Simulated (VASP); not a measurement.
Input of a VASP 6.6.1 run:

Contents of INCAR:

```
PREC     = Normal         # precision mode
ENCUT    = 520            # plane-wave cutoff, eV
EDIFF    = 1E-4           # SCF threshold, eV
ISMEAR   = 0              # smearing method
SIGMA    = 0.15           # smearing width, eV
LREAL    = F              # projectors in reciprocal space
LASPH    = T              # aspherical terms in the spheres
NELM     = 60             # most SCF steps
ALGO     = Fast           # electronic algorithm
ISIF     = 3              # what is computed and relaxed
LWAVE    = F              # write WAVECAR
LCHARG   = F              # write CHGCAR
GGA      = PE             # functional
IBRION   = 2              # ionic algorithm
NSW      = 24             # ionic steps
EDIFFG   = -0.08          # ionic threshold
```

KPOINTS

```
Automatic mesh
0
Gamma
  4 4 4
```

POSCAR

```
Nb2SnSe
1.0
   -2.6911933000      2.9796910000      3.3467433200
    2.6911933000     -2.9796910000      3.3467433200
    2.6911933000      2.9796910000     -3.3467433200
Nb Sn Se
2 1 1
Direct
    0.7610033100      0.0000000000      0.7610033100
    0.2389966900      0.0000000000      0.2389966900
    0.5000000000      0.5000000000      0.0000000000
    0.0000000000      0.5000000000      0.5000000000
```

Potentials or basis: VASP PAW PBE potentials, release 64 (Nb_sv, Sn_d, Se).

The run is started by

```sh
$ cat potpaw_PBE.64/Nb_sv/POTCAR potpaw_PBE.64/Sn_d/POTCAR potpaw_PBE.64/Se/POTCAR > POTCAR
$ mpirun -np 1 vasp_std > vasp.out
```

Question: What does it give for the space group after relaxing (to 0.05 Å)?

Answer: Immm (No. 71).

Question: What does it give for the relaxed cell?

Answer: a = 4.735 Å, b = 4.735 Å, c = 4.735 Å, α = 120.80°, β = 89.93°, γ = 119.28°.

Stress tensor (GPa, compression positive):
```
-0.43  0.00  0.00
 0.00  0.49  0.00
 0.00  0.00 -0.20
```

Caveat: the k mesh is coarse (spacing up to 0.39 Å⁻¹), so the values aren't converged.
